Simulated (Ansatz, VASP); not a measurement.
# Cross-check of Si2Ni between VASP and Ansatz, part 2 of 2

Wanted: the spread between two codes on one cell, functional and k mesh. The cell is taken from a series of runs on this material, whose earlier steps may have relaxed, scaled, displaced or heated it; both programs get it as it stands.

VASP 6.6.1 and Ansatz 0.2.0.

So far: Starting point; Ansatz: zone-centre phonons, PBEsol.

## (3) VASP: zone-centre phonons, PBEsol

Level of this step: PBEsol, no spin polarisation; plane waves and PAW (Si, Ni) (VASP).

The same cell, functional, mesh and smearing now go to VASP, with its own data sets.

Lines of VASP's logs that name or quote its potential files are left out, and so is its time.

The input, INCAR:

```
SYSTEM = Si2Ni
PREC = Accurate
ENCUT = 600
EDIFF = 1E-08
NELM = 120
ISMEAR = 1
SIGMA = 0.2
LREAL = .FALSE.
ALGO = Normal
GGA = PS
NBANDS = 15
LASPH = .TRUE.
LORBIT = 11
LWAVE = .FALSE.
LCHARG = .FALSE.
ISIF = 2
IBRION = 8
GGA_COMPAT = .FALSE.
KPAR = 2
```

The input, POSCAR:

```
Si2Ni
1.0
    0.0000000000      2.6209261909      2.6209261909
    2.6209261909      0.0000000000      2.6209261909
    2.6209261909      2.6209261909      0.0000000000
Si Ni
2 1
Direct
    0.2500000000      0.2500000000      0.2500000000
    0.7500000000      0.7500000000      0.7500000000
    0.0000000000      0.0000000000      0.0000000000
```

The input, KPOINTS:

```
Automatic mesh
0
Gamma
16 16 16
0 0 0
```

The projector-augmented-wave data sets are Si and Ni (PBE family, release 64).

The run is started by

```bash
$ mpirun -np 2 vasp_std
```

Numbers of over 12 decimals in the logs are rounded to 6 here.

The log of the run:

```text
[banner, memory and clock lines left out]
running    2 mpi-ranks, on    1 nodes
 distrk:  each k-point on    1 cores,    2 groups
 distr:  one band on    1 cores,    1 groups

 POSCAR found type information on POSCAR SiNi
 POSCAR found :  2 types and       3 ions
|                                                                             |
|               ----> ADVICE to this user running VASP <----                  |
|                                                                             |
|     You enforced a specific xc type in the INCAR file but a different       |
|     [... a line on the potential file left out ...]
|     I HOPE YOU KNOW WHAT YOU ARE DOING!                                     |
|                                                                             |

 LDA part: xc-table for (Slater+PW92), standard interpolation
 POSCAR, INCAR and KPOINTS ok, starting setup
 FFT: planning ... GRIDC
 FFT: planning ... GRID_SOFT
 FFT: planning ... GRID
 WAVECAR not read
 entering main loop
       N       E                     dE             d eps       ncg     rms          rms(c)
DAV:   1     0.748237517587E+02    0.74824E+02   -0.88124E+03  4366   0.142E+03
DAV:   2    -0.169183838583E+02   -0.91742E+02   -0.84649E+02  4595   0.249E+02
DAV:   3    -0.211522534688E+02   -0.42339E+01   -0.41517E+01  5652   0.584E+01
DAV:   4    -0.212221173266E+02   -0.69864E-01   -0.69619E-01  5128   0.690E+00
DAV:   5    -0.212238028260E+02   -0.16855E-02   -0.16853E-02  5835   0.115E+00    0.182E+01
DAV:   6    -0.252704294724E+02   -0.40466E+01   -0.45713E+01  4912   0.165E+02    0.239E+01
DAV:   7    -0.189274305005E+02    0.63430E+01   -0.13740E+01  5515   0.104E+02    0.383E+00
DAV:   8    -0.188975885608E+02    0.29842E-01   -0.17590E+00  6494   0.201E+01    0.289E+00
DAV:   9    -0.188344976329E+02    0.63091E-01   -0.25991E-01  5450   0.106E+01    0.601E-01
DAV:  10    -0.188332341918E+02    0.12634E-02   -0.90219E-03  6224   0.175E+00    0.276E-01
DAV:  11    -0.188331357010E+02    0.98491E-04   -0.68205E-04  6826   0.284E-01    0.512E-02
DAV:  12    -0.188331505660E+02   -0.14865E-04   -0.35408E-05  5519   0.101E-01    0.188E-02
DAV:  13    -0.188331470683E+02    0.34977E-05   -0.95089E-06  5760   0.807E-02    0.463E-03
DAV:  14    -0.188331470689E+02   -0.59981E-09   -0.91827E-07  5129   0.758E-03    0.274E-03
DAV:  15    -0.188331470696E+02   -0.74169E-09   -0.14604E-07  6291   0.923E-03    0.518E-04
DAV:  16    -0.188331471053E+02   -0.35649E-07   -0.18886E-08  3478   0.154E-03    0.117E-04
DAV:  17    -0.188331471075E+02   -0.22583E-08   -0.33384E-09  2812   0.578E-04
   1 F= -.18833147E+02 E0= -.18833130E+02  d E =-.509120E-04
 Linear response reoptimize wavefunctions to high precision
DAV:   1    -0.188331471076E+02   -0.51614E-10   -0.82766E-10  3116   0.506E-04
 Linear response DOF=           2
 Linear response progress:
  Degree of freedom:   1/  2
       N       E                     dE             d eps       ncg     rms          rms(c)
RMM:   1    -0.205370360589E-01   -0.20537E-01    0.32399E-02 46049   0.129E+00
RMM:   2    -0.179115497485E-01    0.26255E-02   -0.83713E-04 28014   0.563E-01    0.104E-01
RMM:   3    -0.181323569245E-01   -0.22081E-03   -0.46066E-04 31564   0.159E-01    0.563E-02
RMM:   4    -0.183120006375E-01   -0.17964E-03   -0.81419E-05 29720   0.628E-02    0.850E-03
RMM:   5    -0.182997555286E-01    0.12245E-04   -0.38180E-06 32395   0.171E-02    0.509E-03
RMM:   6    -0.182886409978E-01    0.11115E-04   -0.95846E-07 32925   0.572E-03    0.789E-04
RMM:   7    -0.182946771170E-01   -0.60361E-05   -0.48359E-07 32609   0.219E-03    0.527E-04
RMM:   8    -0.182925092025E-01    0.21679E-05    0.87908E-08 32429   0.844E-04    0.132E-04
RMM:   9    -0.182924205484E-01    0.88654E-07   -0.19407E-08 33960   0.305E-04    0.632E-05
RMM:  10    -0.182925290346E-01   -0.10849E-06   -0.14390E-08 33434   0.904E-05    0.173E-05
RMM:  11    -0.182924854534E-01    0.43581E-07   -0.21600E-10 34426   0.321E-05    0.601E-06
RMM:  12    -0.182924820751E-01    0.33783E-08   -0.94204E-10 33968   0.122E-05    0.212E-06
 first order change of Fermi-energy  -0.10522E-04
 force on displaced ion       1 direction 1 : -11.365   0.000   0.000
 Linear response progress:
  Degree of freedom:   2/  2
       N       E                     dE             d eps       ncg     rms          rms(c)
RMM:   1    -0.192361394701E+00   -0.19236E+00   -0.10517E-01 16232   0.258E+00
RMM:   2    -0.188541221328E+00    0.38202E-02   -0.24895E-03 14868   0.642E-01    0.223E-01
RMM:   3    -0.188279813562E+00    0.26141E-03   -0.35858E-04 16611   0.148E-01    0.132E-01
RMM:   4    -0.188946995722E+00   -0.66718E-03   -0.43823E-04 17774   0.148E-01    0.811E-03
RMM:   5    -0.188897117859E+00    0.49878E-04   -0.76086E-06 18179   0.278E-02    0.495E-03
RMM:   6    -0.188889114090E+00    0.80038E-05   -0.66270E-07 16542   0.894E-03    0.363E-03
RMM:   7    -0.188875748703E+00    0.13365E-04   -0.29067E-07 17539   0.580E-03    0.644E-04
RMM:   8    -0.188869578984E+00    0.61697E-05   -0.27185E-08 18802   0.126E-03    0.262E-04
RMM:   9    -0.188866799509E+00    0.27795E-05   -0.17777E-09 18207   0.373E-04    0.365E-05
RMM:  10    -0.188866586142E+00    0.21337E-06    0.58278E-11 19156   0.108E-04    0.194E-05
RMM:  11    -0.188866563817E+00    0.22325E-07    0.33138E-10 19219   0.475E-05    0.686E-06
RMM:  12    -0.188866488009E+00    0.75809E-07   -0.34990E-10 19247   0.202E-05    0.133E-06
RMM:  13    -0.188866498676E+00   -0.10667E-07   -0.29080E-10 20030   0.120E-05    0.525E-07
RMM:  14    -0.188866499260E+00   -0.58385E-09    0.45007E-11 16317   0.955E-06    0.250E-07
 first order change of Fermi-energy  -0.45869E-03
 force on displaced ion       3 direction 1 : -14.191   0.000   0.000
 Linear response finished
```

OUTCAR, selected parts (step 3):

```text
ion  position               nearest neighbor table
   1  0.250  0.250  0.250-   3 2.27   3 2.27   3 2.27   3 2.27   2 2.62   2 2.62   2 2.62   2 2.62
                             2 2.62   2 2.62
   2  0.750  0.750  0.750-   3 2.27   3 2.27   3 2.27   3 2.27   1 2.62   1 2.62   1 2.62   1 2.62
                             1 2.62   1 2.62
   3  0.000  0.000  0.000-   2 2.27   2 2.27   2 2.27   1 2.27   1 2.27   1 2.27   2 2.27   1 2.27

  LATTYP: Found a face centered cubic cell.
 ALAT       =     5.2418523818

 Subroutine GETGRP returns: Found 48 space group operations
 (whereof 48 operations were pure point group operations)

The static configuration has the point symmetry O_h .

 Found    145 irreducible k-points:

   k-points           NKPTS =    145   k-points in BZ     NKDIM =    145   number of bands    NBANDS=     15

   dimension x,y,z NGX =    30 NGY =   30 NGZ =   30
   dimension x,y,z NGXF=    60 NGYF=   60 NGZF=   60

   ENCUT  =  600.0 eV  44.10 Ry    6.64 a.u.   7.40  7.40  7.40*2*pi/ulx,y,z

   NELECT =      18.0000    total number of electrons

 k-points in reciprocal lattice and weights: Automatic mesh
   0.00000000  0.00000000  0.00000000       0.000
   0.06250000  0.00000000  0.00000000       0.002
   0.12500000  0.00000000  0.00000000       0.002
   0.18750000  0.00000000  0.00000000       0.002
   0.25000000  0.00000000  0.00000000       0.002
   0.31250000  0.00000000  0.00000000       0.002
   0.37500000  0.00000000  0.00000000       0.002
   0.43750000  0.00000000  0.00000000       0.002
   0.50000000  0.00000000  0.00000000       0.001
[...]
-0.31250000  0.50000000  0.18750000       0.003
  -0.25000000  0.50000000  0.25000000       0.001

 average (electrostatic) potential at core
       1 -78.2772       2 -78.2772       3 -81.1334

  Total        3.6342450      3.6342450      3.6342450     -0.0000000      0.0000000      0.0000000
  in kB      161.7075962    161.7075962    161.7075962     -0.0000000      0.0000000      0.0000000
  external PRESSURE =     161.7075962 kB  Pullay stress =       0.0000000 kB

  energy-cutoff  :      600.00
  volume of cell :       36.01
      direct lattice vectors                 reciprocal lattice vectors
     0.000000000  2.620926191  2.620926191    -0.190772255  0.190772255  0.190772255
     2.620926191  0.000000000  2.620926191     0.190772255 -0.190772255  0.190772255
     2.620926191  2.620926191  0.000000000     0.190772255  0.190772255 -0.190772255

 POSITION                                       TOTAL-FORCE (eV/Angst)
 -----------------------------------------------------------------------------------
      1.31046      1.31046      1.31046         0.000000     -0.000000      0.000000
      3.93139      3.93139      3.93139        -0.000000      0.000000     -0.000000
      0.00000      0.00000      0.00000        -0.000000     -0.000000     -0.000000
 -----------------------------------------------------------------------------------
    total drift:                                0.000000     -0.000000     -0.000000

 Eigenvectors and eigenvalues of the dynamical matrix
 ----------------------------------------------------

   1 f  =   11.666771 THz    73.304483 2PiTHz  389.161583 cm-1    48.249865 meV
             X         Y         Z           dx          dy          dz
      1.310463  1.310463  1.310463     0.262290    0.088935    0.650611
      3.931389  3.931389  3.931389    -0.262290   -0.088935   -0.650611
      0.000000  0.000000  0.000000     0.000000   -0.000000    0.000000

   2 f  =   11.666771 THz    73.304483 2PiTHz  389.161583 cm-1    48.249865 meV
             X         Y         Z           dx          dy          dz
      1.310463  1.310463  1.310463    -0.340632   -0.580534    0.216680
      3.931389  3.931389  3.931389     0.340632    0.580534   -0.216680
      0.000000  0.000000  0.000000     0.000000   -0.000000    0.000000

   3 f  =   11.666771 THz    73.304483 2PiTHz  389.161583 cm-1    48.249865 meV
             X         Y         Z           dx          dy          dz
      1.310463  1.310463  1.310463     0.561404   -0.393790   -0.172498
      3.931389  3.931389  3.931389    -0.561404    0.393790    0.172498
      0.000000  0.000000  0.000000    -0.000000    0.000000    0.000000

   4 f  =   10.990381 THz    69.054598 2PiTHz  366.599637 cm-1    45.452542 meV
             X         Y         Z           dx          dy          dz
      1.310463  1.310463  1.310463     0.457924   -0.213733    0.000000
      3.931389  3.931389  3.931389     0.457924   -0.213733   -0.000000
      0.000000  0.000000  0.000000    -0.633822    0.295832    0.000000

   5 f  =   10.990381 THz    69.054598 2PiTHz  366.599637 cm-1    45.452542 meV
             X         Y         Z           dx          dy          dz
      1.310463  1.310463  1.310463     0.213733    0.457924    0.000000
      3.931389  3.931389  3.931389     0.213733    0.457924   -0.000000
      0.000000  0.000000  0.000000    -0.295832   -0.633822    0.000000

   6 f  =   10.990381 THz    69.054598 2PiTHz  366.599637 cm-1    45.452542 meV
             X         Y         Z           dx          dy          dz
      1.310463  1.310463  1.310463    -0.000000    0.000000   -0.505348
      3.931389  3.931389  3.931389    -0.000000    0.000000   -0.505348
      0.000000  0.000000  0.000000    -0.000000   -0.000000    0.699462

   7 f/i=    0.002385 THz     0.014983 2PiTHz    0.079545 cm-1     0.009862 meV
             X         Y         Z           dx          dy          dz
      1.310463  1.310463  1.310463     0.493472   -0.028759    0.016785
      3.931389  3.931389  3.931389     0.493472   -0.028759    0.016785
      0.000000  0.000000  0.000000     0.713048   -0.041556    0.024254

   8 f/i=    0.002385 THz     0.014983 2PiTHz    0.079545 cm-1     0.009862 meV
             X         Y         Z           dx          dy          dz
      1.310463  1.310463  1.310463    -0.032670   -0.369905    0.326690
      3.931389  3.931389  3.931389    -0.032670   -0.369905    0.326690
      0.000000  0.000000  0.000000    -0.047207   -0.534499    0.472054

   9 f/i=    0.002385 THz     0.014983 2PiTHz    0.079545 cm-1     0.009862 meV
             X         Y         Z           dx          dy          dz
      1.310463  1.310463  1.310463    -0.006442   -0.327057   -0.370966
      3.931389  3.931389  3.931389    -0.006442   -0.327057   -0.370966
      0.000000  0.000000  0.000000    -0.009309   -0.472585   -0.536031

 ELASTIC MODULI CONTR FROM IONIC RELAXATION (kBar)
 Direction    XX          YY          ZZ          XY          YZ          ZX
 --------------------------------------------------------------------------------
 XX           0.0000      0.0000      0.0000      0.0000      0.0000      0.0000
 YY           0.0000      0.0000      0.0000      0.0000      0.0000      0.0000
 ZZ           0.0000      0.0000      0.0000      0.0000      0.0000      0.0000
 XY           0.0000      0.0000      0.0000   -586.6224      0.0000      0.0000
 YZ           0.0000      0.0000      0.0000      0.0000   -586.6224     -0.0000
 ZX           0.0000      0.0000      0.0000      0.0000     -0.0000   -586.6224
 --------------------------------------------------------------------------------
```

## (4) Comparison

Known differences besides the potentials themselves: the data sets hold 26 valence electrons in Ansatz (on its PAW soft_1 files) and 18 in VASP; the cutoff is 420 eV in Ansatz and 600 eV in VASP; Ansatz makes its cores anew for this functional, VASP keeps those of its PBE data sets. Total energies have different zeros and are not compared.

The two programs side by side:

| quantity | Ansatz | VASP | difference |
| --- | --- | --- | --- |
| optical mode 1 to 3 (cm⁻¹) | 365.5 | 366.6 | -0.29 % |
| optical mode 4 to 6 (cm⁻¹) | 389.7 | 389.2 | +0.14 % |

Modes are paired by rising frequency, not by their patterns, so a pair may set unlike modes beside each other; they are those without the splitting of longitudinal modes.

## (5) What came out

```json
{
 "r.m.s. difference of the optical zone-centre modes, each program's sorted by frequency (zone-centre phonons, PBEsol)": "0.85 cm⁻¹"
}
```

The r.m.s. difference of the optical zone-centre modes, each program's sorted by frequency is 0.85 cm⁻¹ (zone-centre phonons, PBEsol). The data sets hold unlike numbers of valence electrons (26 in Ansatz and 18 in VASP), so part of the differences comes from the potentials. How closely two codes agree says nothing of how well the functional describes the real material.

[Lines on the potential files, build, host, timing and source positions are cut from VASP's logs without a mark.]

[Logs are printed without paths, hosts, clocks, repeated set-up lines and the standing remarks that a program may print on its own settings, such as how far it seeks lower states.]

[Hosts, paths, dates, database ids (printed as entryN), source tags and the programs' standing remarks are cut or masked in the printed files.]
